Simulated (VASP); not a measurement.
# SrSi3Au: convergence with the k-mesh and plane-wave cutoff

How sensitive are energy, pressure and forces of SrSi3Au to the k-mesh and plane-wave cutoff? The series runs use r2SCAN. The k-mesh tried: 2 2 2; 3 3 3; 4 4 4; 5 5 5; 7 7 7; 8 8 8; 10 10 10. The plane-wave cutoff tried: ENCUT = 150; ENCUT = 180; ENCUT = 220; ENCUT = 250; ENCUT = 280; ENCUT = 320; ENCUT = 390; ENCUT = 490. The start is a computed cell from the Materials Project.

Calculated with VASP 6.6.1; r2SCAN; plane waves and PAW (Sr_sv, Si, Au).

## (1) Set-up

The structure is tetragonal, space group I4mm (No. 107). Conventional cell: a = 4.428 Å, b = 4.428 Å, c = 9.910 Å, α = 90.00°, β = 90.00°, γ = 90.00°. Nearest to Sr lie 13 Si at 3.27 to 3.76 Å and 5 Au at 3.40 to 3.63 Å. Nearest to Si lie 1 Au at 2.52 Å and 4 Si at 2.53 Å and 5 Sr at 3.35 to 3.76 Å. Si has 2 Au at 2.53 Å and 6 Si at 2.53 to 3.13 Å and 4 Sr at 3.27 to 3.37 Å nearest. Nearest to Au lie 5 Si at 2.52 to 2.53 Å and 5 Sr at 3.40 to 3.63 Å. Farther neighbours are not listed.

## (2) K-mesh: 2 2 2

The sum over the zone converges with the mesh, fast for insulators and slowly for metals. r2SCAN adds the kinetic-energy density, costs more than a GGA and is run with LASPH.

File INCAR:

```
SYSTEM = SrSi3Au
PREC = Accurate
ENCUT = 400
EDIFF = 1E-06
NELM = 100
ISMEAR = -1
SIGMA = 0.05
LREAL = .FALSE.
ALGO = Normal
METAGGA = R2SCAN
LASPH = .TRUE.
NBANDS = 22
LORBIT = 11
LWAVE = .FALSE.
LCHARG = .FALSE.
NCORE = 4
ISIF = 2
```

File POSCAR:

```
SrSi3Au
1.0
   -4.4276204000      0.0000000000      0.0000000000
    0.0000000000      4.4276204000      0.0000000000
    2.2138102000     -2.2138102000     -4.9548504900
Sr Si Au
1 3 1
Direct
    0.0009281100      0.0009281100      0.0018562200
    0.6214614000      0.6214614000      0.2429228000
    0.2441726600      0.7441726600      0.4883453200
    0.7441726600      0.2441726600      0.4883453200
    0.3667641600      0.3667641600      0.7335283200
```

File KPOINTS:

```
Automatic mesh
0
Gamma
2 2 2
0 0 0
```

The projector-augmented-wave data sets are Sr_sv, Si and Au (PBE family, release 64).

On the command line:

```sh
$ mpirun -np 4 vasp_std
```

Output:

```text
[banner, memory and clock lines left out]
running    4 mpi-ranks, on    1 nodes
 distrk:  each k-point on    4 cores,    1 groups
 distr:  one band on    4 cores,    1 groups

 POSCAR found type information on POSCAR SrSiAu
 POSCAR found :  3 types and       5 ions
|                                                                             |
|               ----> ADVICE to this user running VASP <----                  |
|                                                                             |
|     You enforced a specific xc type in the INCAR file but a different       |
|     [... a line on the potential file left out ...]
|     I HOPE YOU KNOW WHAT YOU ARE DOING!                                     |
|                                                                             |

 LDA part: xc-table for (None), standard interpolation
 POSCAR, INCAR and KPOINTS ok, starting setup
 FFT: planning ... GRIDC
 FFT: planning ... GRID_SOFT
 FFT: planning ... GRID
 WAVECAR not read
 entering main loop
       N       E                     dE             d eps       ncg     rms          rms(c)
DAV:   1     0.425125704690E+02    0.42513E+02   -0.12881E+04   176   0.111E+03
DAV:   2    -0.986772770196E+02   -0.14119E+03   -0.13413E+03   208   0.232E+02
DAV:   3    -0.104888730136E+03   -0.62115E+01   -0.61401E+01   280   0.428E+01
DAV:   4    -0.105084783455E+03   -0.19605E+00   -0.19561E+00   258   0.645E+00
DAV:   5    -0.105086888804E+03   -0.21053E-02   -0.21051E-02   240   0.765E-01    0.220E+01
DAV:   6    -0.943099832397E+02    0.10777E+02   -0.25463E+01   206   0.409E+01    0.125E+01
DAV:   7    -0.939775342091E+02    0.33245E+00   -0.34335E+00   208   0.139E+01    0.640E+00
DAV:   8    -0.939908064781E+02   -0.13272E-01   -0.50688E-01   226   0.458E+00    0.276E+00
DAV:   9    -0.939715402252E+02    0.19266E-01   -0.12115E-01   218   0.304E+00    0.568E-01
DAV:  10    -0.939725474006E+02   -0.10072E-02   -0.89636E-03   212   0.584E-01    0.255E-01
DAV:  11    -0.939726670830E+02   -0.11968E-03   -0.66934E-04   266   0.157E-01    0.926E-02
DAV:  12    -0.939726778043E+02   -0.10721E-04   -0.91579E-05   232   0.570E-02    0.179E-02
DAV:  13    -0.939726802309E+02   -0.24267E-05   -0.72044E-06   226   0.183E-02    0.136E-02
DAV:  14    -0.939726806968E+02   -0.46586E-06   -0.79260E-07   148   0.516E-03
   1 F= -.93972681E+02 E0= -.93962992E+02  d E =-.193765E-01
```

Elapsed: 10 s, on 4 MPI ranks of Intel Xeon Platinum 8488C (Sapphire Rapids), shared host; peak memory 0.51 GiB.

The logs omit lines about the potential files and the build; timing stands in the text.

From OUTCAR (step 2):

```text
ion  position               nearest neighbor table
   1  0.001  0.001  0.002-   4 3.27   3 3.27   3 3.27   4 3.27   2 3.35   2 3.35   2 3.35   2 3.35
                             3 3.37   4 3.37   4 3.37   3 3.37   5 3.40   5 3.40   5 3.40   5 3.40
   2  0.621  0.621  0.243-   5 2.52   4 2.53   3 2.53   4 2.53   3 2.53   1 3.35   1 3.35   1 3.35
                             1 3.35   1 3.76
   3  0.244  0.744  0.488-   5 2.53   5 2.53   2 2.53   2 2.53   4 3.13   4 3.13   4 3.13   4 3.13
                             1 3.27   1 3.27   1 3.37   1 3.37
   4  0.744  0.244  0.488-   5 2.53   5 2.53   2 2.53   2 2.53   3 3.13   3 3.13   3 3.13   3 3.13
                             1 3.27   1 3.27   1 3.37   1 3.37
   5  0.367  0.367  0.734-   2 2.52   3 2.53   4 2.53   3 2.53   4 2.53   1 3.40   1 3.40   1 3.40
                             1 3.40   1 3.63

  LATTYP: Found a body centered tetragonal cell.
 ALAT       =     4.4276204000
 C/A-ratio  =     2.2381550550

 Subroutine GETGRP returns: Found  8 space group operations
 (whereof  8 operations were pure point group operations)

The static configuration has the point symmetry C_4v.

 Found      4 irreducible k-points:

   k-points           NKPTS =      4   k-points in BZ     NKDIM =      4   number of bands    NBANDS=     22

   dimension x,y,z NGX =    30 NGY =   30 NGZ =   40
   dimension x,y,z NGXF=    60 NGYF=   60 NGZF=   80

   ENCUT  =  400.0 eV  29.40 Ry    5.42 a.u.   7.22  7.22  9.56*2*pi/ulx,y,z

   NELECT =      33.0000    total number of electrons

 k-points in reciprocal lattice and weights: Automatic mesh
   0.00000000  0.00000000  0.00000000       0.125
   0.50000000  0.00000000  0.00000000       0.500
   0.50000000  0.50000000  0.00000000       0.250
   0.00000000  0.00000000  0.50000000       0.125

 average (electrostatic) potential at core
       1 -38.8598       2 -85.1226       3 -85.4844       4 -85.4844       5 -73.6464

 E-fermi :   7.3117

 k-point     1 :       0.0000    0.0000    0.0000
  band No.  band energies     occupation
    ...
     14       3.9112      2.00000
     15       3.9112      2.00000
     16       7.2318      1.66356
     17       7.2318      1.66343
     18       7.3458      0.67165
     19       7.6763      0.00136
     20      11.1258      0.00000
     21      11.3116      0.00000
     22      11.3117      0.00000

 k-point     2 :       0.5000    0.0000    0.0000
  band No.  band energies     occupation
    ...
     13       2.8180      2.00000
     14       4.2243      2.00000
     15       5.5000      2.00000
     16       6.3157      2.00000
     17       6.6010      2.00000
     18       8.2358      0.00000
     19       9.0585      0.00000
     20       9.3192      0.00000
     21      11.0909      0.00000
     22      12.2737      0.00000

 k-point     3 :       0.5000    0.5000    0.0000
  band No.  band energies     occupation
    ...
     12       1.4028      2.00000
     13       1.9559      2.00000
     14       3.8861      2.00000
     15       3.9677      2.00000
     16       4.5499      2.00000
     17       9.1126      0.00000
     18      10.5804      0.00000
     19      11.0034      0.00000
     20      11.2280      0.00000
     21      12.0036      0.00000
    ...

  Total       -0.0777555     -0.0777555     -3.6859757      0.0000000      0.0000000      0.0000000
  in kB       -1.2825382     -1.2825382    -60.7983428      0.0000000      0.0000000      0.0000000
  external PRESSURE =     -21.1211397 kB  Pullay stress =       0.0000000 kB

  energy-cutoff  :      400.00
  volume of cell :       97.13
      direct lattice vectors                 reciprocal lattice vectors
    -4.427620400  0.000000000  0.000000000    -0.225854954  0.000000000 -0.100911218
     0.000000000  4.427620400  0.000000000     0.000000000  0.225854954 -0.100911218
     2.213810200 -2.213810200 -4.954850490     0.000000000  0.000000000 -0.201822437

 POSITION                                       TOTAL-FORCE (eV/Angst)
 -----------------------------------------------------------------------------------
      0.00000     -0.00000     -0.00920         0.000000     -0.000000     -0.594201
     -2.21381      2.21381     -1.20365        -0.000000      0.000000     -1.196996
      0.00000      2.21381     -2.41968         0.000000     -0.000000      0.938838
     -2.21381     -0.00000     -2.41968         0.000000     -0.000000      0.938838
     -0.00000      0.00000     -3.63452         0.000000     -0.000000     -0.086479
 -----------------------------------------------------------------------------------
    total drift:                               -0.000220      0.000220     -0.000166

  FREE ENERGIE OF THE ION-ELECTRON SYSTEM (eV)
  ---------------------------------------------------
  free  energy   TOTEN  =       -93.9726806968 eV

  energy  without entropy=      -93.9533042381  energy(sigma->0) =      -93.96299247

 total charge
# of ion       s       p       d       tot
------------------------------------------
    1        2.008   5.858   0.217   8.084
    2        0.741   0.884   0.000   1.625
    3        0.777   0.820   0.000   1.596
    4        0.777   0.820   0.000   1.596
    5        0.675   0.696   8.509   9.879
--------------------------------------------------
tot          4.977   9.077   8.726  22.781

[... 1 further part left out ...]
```

This run has no spin polarisation. Its electron count is odd, so without a moment it is a metal by construction. The PAW data sets were made with PBE, which is usual practice but a small mismatch for other functionals.

This step gave:

* SCF cycles: 14
* electrons: 33
* bands: 22
* irreducible k-points: 4
* symmetry operations: 8
* free energy (TOTEN): -93.9727 eV
* energy at zero smearing: -93.9630 eV
* Fermi energy: 7.312 eV
* pressure: -2.112 GPa
* metallic: yes

The series starts at -18.7926 eV an atom and -2.11 GPa, after 14 cycles in 10 s.

## (3) K-mesh: 3 3 3

INCAR, as its differences from that of step 2:

```diff
@@ -15,3 +15,4 @@
 LCHARG = .FALSE.
-NCORE = 4
+KPAR = 2
+NCORE = 2
 ISIF = 2
```

POSCAR is that of step 2.

File KPOINTS:

```
Automatic mesh
0
Gamma
3 3 3
0 0 0
```

On the command line:

```sh
$ mpirun -np 4 vasp_std
```

Output:

```text
[banner, memory and clock lines left out]
running    4 mpi-ranks, on    1 nodes
[...]
[... a notice as in an earlier step ...]

 LDA part: xc-table for (None), standard interpolation
 POSCAR, INCAR and KPOINTS ok, starting setup
[...]
entering main loop
       N       E                     dE             d eps       ncg     rms          rms(c)
DAV:   1     0.358411626165E+02    0.35841E+02   -0.13027E+04   264   0.112E+03
DAV:   2    -0.984620051074E+02   -0.13430E+03   -0.12731E+03   312   0.224E+02
DAV:   3    -0.104331319480E+03   -0.58693E+01   -0.57879E+01   410   0.411E+01
DAV:   4    -0.104529716357E+03   -0.19840E+00   -0.19796E+00   374   0.691E+00
[...]
DAV:  12    -0.939987772459E+02   -0.67388E-05   -0.71978E-05   348   0.581E-02    0.190E-02
DAV:  13    -0.939987794864E+02   -0.22405E-05   -0.77394E-06   324   0.189E-02    0.111E-02
DAV:  14    -0.939987798439E+02   -0.35748E-06   -0.45280E-07   216   0.383E-03
   1 F= -.93998780E+02 E0= -.93996251E+02  d E =-.505859E-02
```

Run time: 12 s. Hardware: 4 MPI ranks; peak memory 0.66 GiB; 46 s of CPU time.

Parts of OUTCAR (step 3):

```text
  Total       -1.5940091     -1.5940091      1.1481007      0.0000000     -0.0000000      0.0000000
  in kB      -26.2923904    -26.2923904     18.9373527      0.0000000     -0.0000000      0.0000000
  external PRESSURE =     -11.2158094 kB  Pullay stress =       0.0000000 kB

 POSITION                                       TOTAL-FORCE (eV/Angst)
 -----------------------------------------------------------------------------------
      0.00000     -0.00000     -0.00920         0.000000     -0.000000     -0.068573
     -2.21381      2.21381     -1.20365         0.000000     -0.000000      0.290287
      0.00000      2.21381     -2.41968         0.000000     -0.000000     -0.021272
     -2.21381     -0.00000     -2.41968         0.000000     -0.000000     -0.021272
     -0.00000      0.00000     -3.63452        -0.000000      0.000000     -0.179170
 -----------------------------------------------------------------------------------
    total drift:                               -0.000255      0.000255      0.000167

  FREE ENERGIE OF THE ION-ELECTRON SYSTEM (eV)
  ---------------------------------------------------
  free  energy   TOTEN  =       -93.9987798439 eV

  energy  without entropy=      -93.9937212504  energy(sigma->0) =      -93.99625055

[... 1 part as in an earlier step ...]

[... 2 further parts left out ...]
[key lines of the parts left out:]
E-fermi :   7.4746
```

Against the run before the energy moves by -6.65 meV an atom and the pressure by +0.99 GPa, after 14 cycles in 12 s.

## (4) K-mesh: 4 4 4

INCAR, as its differences from that of step 3:

```diff
@@ -15,4 +15,3 @@
 LCHARG = .FALSE.
-KPAR = 2
-NCORE = 2
+KPAR = 4
 ISIF = 2
```

POSCAR is that of step 3.

File KPOINTS:

```
Automatic mesh
0
Gamma
4 4 4
0 0 0
```

On the command line:

```sh
$ mpirun -np 4 vasp_std
```

Output:

```text
[banner, memory and clock lines left out]
running    4 mpi-ranks, on    1 nodes
[...]
[... a notice as in an earlier step ...]

 LDA part: xc-table for (None), standard interpolation
 POSCAR, INCAR and KPOINTS ok, starting setup
[...]
entering main loop
       N       E                     dE             d eps       ncg     rms          rms(c)
DAV:   1     0.454007563625E+02    0.45401E+02   -0.13050E+04   572   0.112E+03
DAV:   2    -0.972715152757E+02   -0.14267E+03   -0.13548E+03   684   0.230E+02
DAV:   3    -0.104214628248E+03   -0.69431E+01   -0.68022E+01   884   0.433E+01
DAV:   4    -0.104442430074E+03   -0.22780E+00   -0.22732E+00   806   0.730E+00
[...]
DAV:  12    -0.938158049595E+02   -0.50204E-05   -0.78918E-05   746   0.609E-02    0.218E-02
DAV:  13    -0.938158071038E+02   -0.21444E-05   -0.86138E-06   714   0.200E-02    0.111E-02
DAV:  14    -0.938158073987E+02   -0.29488E-06   -0.44977E-07   460   0.374E-03
   1 F= -.93815807E+02 E0= -.93812851E+02  d E =-.591295E-02
```

Wall time 23 s (4 MPI ranks); peak memory 0.78 GiB.

From OUTCAR (step 4):

```text
  Total       -0.0427331     -0.0427331      0.1615990      0.0000000      0.0000000     -0.0000000
  in kB       -0.7048615     -0.7048615      2.6654960      0.0000000      0.0000000     -0.0000000
  external PRESSURE =       0.4185910 kB  Pullay stress =       0.0000000 kB

 POSITION                                       TOTAL-FORCE (eV/Angst)
 -----------------------------------------------------------------------------------
      0.00000     -0.00000     -0.00920         0.000000     -0.000000     -0.118187
     -2.21381      2.21381     -1.20365         0.000000     -0.000000      0.012725
      0.00000      2.21381     -2.41968        -0.000000      0.000000      0.109512
     -2.21381     -0.00000     -2.41968        -0.000000      0.000000      0.109512
     -0.00000      0.00000     -3.63452         0.000000     -0.000000     -0.113561
 -----------------------------------------------------------------------------------
    total drift:                               -0.000171      0.000171      0.000030

  FREE ENERGIE OF THE ION-ELECTRON SYSTEM (eV)
  ---------------------------------------------------
  free  energy   TOTEN  =       -93.8158073987 eV

  energy  without entropy=      -93.8098944475  energy(sigma->0) =      -93.81285092

[... 1 part as in an earlier step ...]

[... 2 further parts left out ...]
[key lines of the parts left out:]
E-fermi :   7.4757
```

Against the run before the energy moves by +36.68 meV an atom and the pressure by +1.16 GPa, after 14 cycles in 23 s.

## (5) K-mesh: 5 5 5

INCAR is that of step 4.

POSCAR is that of step 4.

File KPOINTS:

```
Automatic mesh
0
Gamma
5 5 5
0 0 0
```

On the command line:

```sh
$ mpirun -np 4 vasp_std
```

Output:

```text
[... set-up lines as in an earlier step ...]
 entering main loop
       N       E                     dE             d eps       ncg     rms          rms(c)
DAV:   1     0.433516880900E+02    0.43352E+02   -0.13007E+04   792   0.111E+03
DAV:   2    -0.973136939885E+02   -0.14067E+03   -0.13399E+03   926   0.231E+02
DAV:   3    -0.104216613396E+03   -0.69029E+01   -0.67906E+01  1282   0.428E+01
DAV:   4    -0.104417073038E+03   -0.20046E+00   -0.19972E+00  1084   0.669E+00
[...]
DAV:  12    -0.938117663477E+02   -0.62746E-05   -0.76060E-05  1044   0.601E-02    0.239E-02
DAV:  13    -0.938117690830E+02   -0.27353E-05   -0.84050E-06   980   0.201E-02    0.116E-02
DAV:  14    -0.938117693226E+02   -0.23958E-06   -0.45840E-07   624   0.371E-03
   1 F= -.93811769E+02 E0= -.93800530E+02  d E =-.224780E-01
```

Elapsed: 27 s, on 4 MPI ranks; peak memory 0.8 GiB; 1.7 min of CPU time.

OUTCAR, selected parts (step 5):

```text
  Total       -0.1688052     -0.1688052      0.1555253      0.0000000      0.0000000      0.0000000
  in kB       -2.7843583     -2.7843583      2.5653132      0.0000000      0.0000000      0.0000000
  external PRESSURE =      -1.0011344 kB  Pullay stress =       0.0000000 kB

 POSITION                                       TOTAL-FORCE (eV/Angst)
 -----------------------------------------------------------------------------------
      0.00000     -0.00000     -0.00920         0.000000     -0.000000     -0.011483
     -2.21381      2.21381     -1.20365        -0.000000      0.000000      0.031601
      0.00000      2.21381     -2.41968        -0.000000      0.000000     -0.028423
     -2.21381     -0.00000     -2.41968        -0.000000      0.000000     -0.028423
     -0.00000      0.00000     -3.63452        -0.000000      0.000000      0.036727
 -----------------------------------------------------------------------------------
    total drift:                               -0.000145      0.000145      0.000196

  FREE ENERGIE OF THE ION-ELECTRON SYSTEM (eV)
  ---------------------------------------------------
  free  energy   TOTEN  =       -93.8117693226 eV

  energy  without entropy=      -93.7892912906  energy(sigma->0) =      -93.80053031

[... 1 part as in an earlier step ...]

[... 2 further parts left out ...]
[key lines of the parts left out:]
E-fermi :   7.3564
```

Against the run before the energy moves by +2.46 meV an atom and the pressure by -0.14 GPa, after 14 cycles in 27 s.

## (6) K-mesh: 7 7 7

INCAR is that of step 5.

POSCAR is that of step 5.

File KPOINTS:

```
Automatic mesh
0
Gamma
7 7 7
0 0 0
```

On the command line:

```sh
$ mpirun -np 4 vasp_std
```

Output:

```text
[... set-up lines as in an earlier step ...]
 entering main loop
       N       E                     dE             d eps       ncg     rms          rms(c)
DAV:   1     0.423868621081E+02    0.42387E+02   -0.13080E+04  1760   0.112E+03
DAV:   2    -0.975572023359E+02   -0.13994E+03   -0.13280E+03  2090   0.228E+02
DAV:   3    -0.104310273804E+03   -0.67531E+01   -0.66076E+01  2768   0.425E+01
DAV:   4    -0.104496840759E+03   -0.18657E+00   -0.18596E+00  2448   0.648E+00
[...]
DAV:  12    -0.939210301515E+02   -0.52450E-05   -0.77351E-05  2282   0.622E-02    0.217E-02
DAV:  13    -0.939210325914E+02   -0.24399E-05   -0.81828E-06  2134   0.195E-02    0.116E-02
DAV:  14    -0.939210328506E+02   -0.25914E-06   -0.45656E-07  1420   0.377E-03
   1 F= -.93921033E+02 E0= -.93917340E+02  d E =-.738648E-02
```

Wall time 42 s (4 MPI ranks); peak memory 0.87 GiB; 2.7 min of CPU time.

From OUTCAR (step 6):

```text
  Total       -0.0991019     -0.0991019      0.1121563      0.0000000      0.0000000     -0.0000000
  in kB       -1.6346361     -1.6346361      1.8499618      0.0000000      0.0000000     -0.0000000
  external PRESSURE =      -0.4731034 kB  Pullay stress =       0.0000000 kB

 POSITION                                       TOTAL-FORCE (eV/Angst)
 -----------------------------------------------------------------------------------
      0.00000     -0.00000     -0.00920         0.000000     -0.000000      0.010197
     -2.21381      2.21381     -1.20365        -0.000000      0.000000     -0.061299
      0.00000      2.21381     -2.41968        -0.000000      0.000000      0.003866
     -2.21381     -0.00000     -2.41968        -0.000000      0.000000      0.003866
     -0.00000      0.00000     -3.63452         0.000000     -0.000000      0.043370
 -----------------------------------------------------------------------------------
    total drift:                               -0.000145      0.000145      0.000279

  FREE ENERGIE OF THE ION-ELECTRON SYSTEM (eV)
  ---------------------------------------------------
  free  energy   TOTEN  =       -93.9210328506 eV

  energy  without entropy=      -93.9136463668  energy(sigma->0) =      -93.91733961

[... 1 part as in an earlier step ...]

[... 2 further parts left out ...]
[key lines of the parts left out:]
E-fermi :   7.1842
```

Against the run before the energy moves by -23.36 meV an atom and the pressure by +0.05 GPa, after 14 cycles in 42 s.

(Continued in part 2 of 3.)

[Lines on the potential files, build, host, timing and source positions are cut from VASP's logs without a mark.]

[Logs are printed without paths, hosts, clocks, repeated set-up lines and the standing remarks that a program may print on its own settings, such as how far it seeks lower states.]

[Hosts, paths, dates, database ids (printed as entryN), source tags and the programs' standing remarks are cut or masked in the printed files.]

[A measured line is paired with the nearest computed mode of its activity, which favours agreement.]
